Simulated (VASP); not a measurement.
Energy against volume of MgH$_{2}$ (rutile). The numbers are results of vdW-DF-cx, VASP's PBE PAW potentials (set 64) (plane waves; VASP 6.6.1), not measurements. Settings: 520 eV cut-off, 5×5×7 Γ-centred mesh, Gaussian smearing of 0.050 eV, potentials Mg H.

Shape and ions are relaxed at each volume.

```tsv
V (Å³/atom)	E (eV/atom)
9.566	-2.47910
9.872	-2.48390
10.177	-2.48548
10.482	-2.48426
```

**Question.** Fit these four points and predict the energy of the run at 10.788 Å³/atom.

**Answer.** A cubic in V^(−2/3), the third-order Birch-Murnaghan form, passes through the four points with V0 = 10.19 Å³/atom and B0 = 49 GPa, and gives -2.4806 eV/atom there. The run gave -2.4806 eV/atom, -0.0 meV/atom from the fit; all five points give B0 = 49 GPa.

The compound is MgH2 in the rutile structure. It was relaxed first.
